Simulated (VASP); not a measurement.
Given:

```xyz
10
Lattice="5.8388 0.0000 0.0000 0.0000 5.8388 0.0000 0.0000 0.0000 5.8388" Properties=species:S:1:pos:R:3 pbc="T T T"
Zn     0.0000     2.9194     2.9194
Zn     0.0000     2.9194     0.0000
Zn     2.9194     0.0000     2.9194
Zn     0.0000     0.0000     2.9194
Zn     2.9194     2.9194     0.0000
Zn     2.9194     0.0000     0.0000
As     1.4597     1.4597     1.4597
As     1.4597     4.3791     4.3791
As     4.3791     4.3791     1.4597
As     4.3791     1.4597     4.3791
```

These are PBEsol GGA, VASP's PBE PAW potentials (set 64) (plane waves; VASP) values and carry that method's errors. Numerical set-up: 400 eV cut-off, 6×6×6 Γ-centred mesh, tetrahedra with Blöchl corrections, potentials Zn As.

The cores are frozen, which limits the accuracy of field gradients.

### Question
Give the principal components of the electric field gradient (V/Å²) and the asymmetry η at each nucleus.

### Answer

```json
[
 {"atom": "Zn1", "Vxx": "6.7", "Vyy": "6.7", "Vzz": "-13.5", "η": "0.00"},
 {"atom": "Zn2", "Vxx": "6.7", "Vyy": "6.7", "Vzz": "-13.5", "η": "0.00"},
 {"atom": "Zn3", "Vxx": "6.7", "Vyy": "6.7", "Vzz": "-13.5", "η": "0.00"},
 {"atom": "Zn4", "Vxx": "6.7", "Vyy": "6.7", "Vzz": "-13.5", "η": "0.00"},
 {"atom": "Zn5", "Vxx": "6.7", "Vyy": "6.7", "Vzz": "-13.5", "η": "0.00"},
 {"atom": "Zn6", "Vxx": "6.7", "Vyy": "6.7", "Vzz": "-13.5", "η": "0.00"},
 {"atom": "As7", "Vxx": "54.9", "Vyy": "54.9", "Vzz": "-109.7", "η": "0.00"},
 {"atom": "As8", "Vxx": "54.9", "Vyy": "54.9", "Vzz": "-109.7", "η": "0.00"},
 {"atom": "As9", "Vxx": "54.9", "Vyy": "54.9", "Vzz": "-109.7", "η": "0.00"},
 {"atom": "As10", "Vxx": "54.9", "Vyy": "54.9", "Vzz": "-109.7", "η": "0.00"}
]
```

The structure comes from a computed database's Zn3As2 entry (Pn-3m); how it stands against other phases isn't given here. It was relaxed first, which changed the volume by -6 %.
